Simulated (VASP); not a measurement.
Computed with PBEsol GGA, VASP's PBE PAW potentials (set 64) (plane waves; VASP).

A VASP calculation is set up with these files.

File POSCAR:
```
CsPbCl3
1
    5.6204759821     0.0000000000     0.0000000000
   -0.0000000000     5.6204759821    -0.0000000000
    0.0000000000    -0.0000000000     5.6204759821
Cs Pb Cl
1 1 3
Direct
  0.0000000000   0.0000000000   0.0000000000
  0.5000000000   0.5000000000   0.5000000000
  0.5000000000   0.0000000000   0.5000000000
  0.0000000000   0.5000000000   0.5000000000
  0.5000000000   0.5000000000   0.0000000000
```

### KPOINTS
```
K-points
0
gamma
  4 4 4
0 0 0
```

**INCAR**
```
! general
SYSTEM =CsPbCl3
PREC   =Accurate
ENCUT  =500   ! plane-wave cut-off (eV)
LREAL  =F   ! projection in real space or not
LASPH  =T   ! aspherical one-centre terms

! electronic loop
EDIFF  =1E-6
NELM   =100   ! most electronic steps
ALGO   =Normal   ! blocked Davidson
LMAXMIX=4   ! l cut-off of mixed one-centre charges

! smearing
ISMEAR =0
SIGMA  =0.05

! functional
GGA    =PS

! ions
IBRION =2   ! conjugate gradients
NSW    =40   ! most ionic steps
ISIF   =3
EDIFFG =-0.02

! output
LWAVE  =F
LCHARG =F
```

POTCAR, in this order: Cs_sv Pb_d Cl (PBE.64 set). Program: vasp_std.

Unless said otherwise, spin-orbit coupling is left out, though it shifts the bands of the heavy elements here.

Q: Predict the energy per atom (σ→0), band gap (on the k-mesh).

A: 
```json
{
 "energy per atom (σ→0)": "-3672 meV/atom",
 "band gap (on the k-mesh)": "1.84 eV"
}
```

OSZICAR:
```
...
DAV:   7    -0.183507243105E+02    0.35267E-01   -0.55981E-01   764   0.474E+00    0.160E+00
DAV:   8    -0.183593759314E+02   -0.86516E-02   -0.78274E-02   780   0.241E+00    0.276E-01
DAV:   9    -0.183583338504E+02    0.10421E-02   -0.18080E-02   750   0.111E+00    0.122E-01
DAV:  10    -0.183589064419E+02   -0.57259E-03   -0.19660E-03   678   0.315E-01    0.328E-02
DAV:  11    -0.183589607243E+02   -0.54282E-04   -0.16905E-04   680   0.916E-02    0.127E-02
DAV:  12    -0.183589639946E+02   -0.32703E-05   -0.27886E-05   656   0.695E-02    0.644E-03
DAV:  13    -0.183589638459E+02    0.14866E-06   -0.29853E-06   616   0.107E-02
   1 F= -.18358964E+02 E0= -.18358964E+02  d E =-.183590E+02
```

The compound is CsPbCl3 in the cubic perovskite structure, the ideal cubic form; the compound distorts at low or room temperature. It was relaxed first.
